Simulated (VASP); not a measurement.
Method: PBEsol GGA with spin-orbit coupling, VASP's PBE PAW potentials (set 64) (plane waves; VASP 6.6.1).

VASP input:

File KPOINTS_OPT:
```
k-points along high-symmetry lines
5
Line-mode
Reciprocal
  0.000000   0.000000   0.000000 ! GAMMA
 -0.000000   0.500000   0.000000 ! M

 -0.000000   0.500000   0.000000 ! M
 -0.333333   0.666667   0.000000 ! K

 -0.333333   0.666667   0.000000 ! K
  0.000000   0.000000   0.000000 ! GAMMA

  0.000000   0.000000   0.000000 ! GAMMA
  0.000000   0.000000   0.500000 ! A

  0.000000   0.000000   0.500000 ! A
 -0.000000   0.500000   0.500000 ! L

 -0.000000   0.500000   0.500000 ! L
 -0.333333   0.666667   0.500000 ! H

 -0.333333   0.666667   0.500000 ! H
  0.000000   0.000000   0.500000 ! A

 -0.000000   0.500000   0.500000 ! L
 -0.000000   0.500000   0.000000 ! M

 -0.333333   0.666667   0.500000 ! H
 -0.333333   0.666667   0.000000 ! K
```

### POSCAR
```
Cd
10.939150
  0.1350857615  -0.2339754287   0.0000000000
  0.1350857615   0.2339754287   0.0000000000
  0.0000000000   0.0000000000   0.5000000041
Cd
2
direct
  0.3333330000   0.6666670000   0.2500000000
  0.6666670000   0.3333330000   0.7500000000
```

INCAR:
```
ALGO=Normal
EDIFF=1E-6
ENCUT=400
GGA=PS
GGA_COMPAT=F
ISMEAR=0
LASPH=T
LCHARG=F
LMAXMIX=4
LREAL=F
LSORBIT=T
LWAVE=F
MAGMOM=6*0
NELM=100
PREC=Accurate
SIGMA=0.05
SYSTEM=Cd
```

KPOINTS:
```
Regular mesh
0
Gamma
 13 13 6
```

POTCAR, in this order: Cd (PBE.64 set). Program: vasp_ncl.

**Question.** Estimate the energy per atom (σ→0), band gap (over mesh and band path).

**Answer.** 
```yaml
energy per atom (σ→0): -1.235 eV/atom
band gap (over mesh and band path): none (metal, semimetal or under 0.01 eV)
```

OSZICAR:
```
...
DAV:   7    -0.247323059550E+01    0.13659E-01   -0.39912E-02  5848   0.205E+00    0.215E+00
DAV:   8    -0.247103928902E+01    0.21913E-02   -0.28325E-03  5736   0.727E-01    0.669E-01
DAV:   9    -0.247105211242E+01   -0.12823E-04   -0.13988E-04  6136   0.170E-01    0.643E-02
DAV:  10    -0.247106899285E+01   -0.16880E-04   -0.12833E-05  5960   0.440E-02    0.226E-02
DAV:  11    -0.247107325038E+01   -0.42575E-05   -0.63295E-06  5728   0.377E-02    0.242E-03
DAV:  12    -0.247107336700E+01   -0.11662E-06   -0.10824E-08  3024   0.138E-03
   1 F= -.24710734E+01 E0= -.24708928E+01  d E =-.361227E-03  mag=    -0.0000    -0.0000    -0.0000
       N       E                     dE             ncg
```

The compound is Cd in the hcp structure. It was relaxed first.
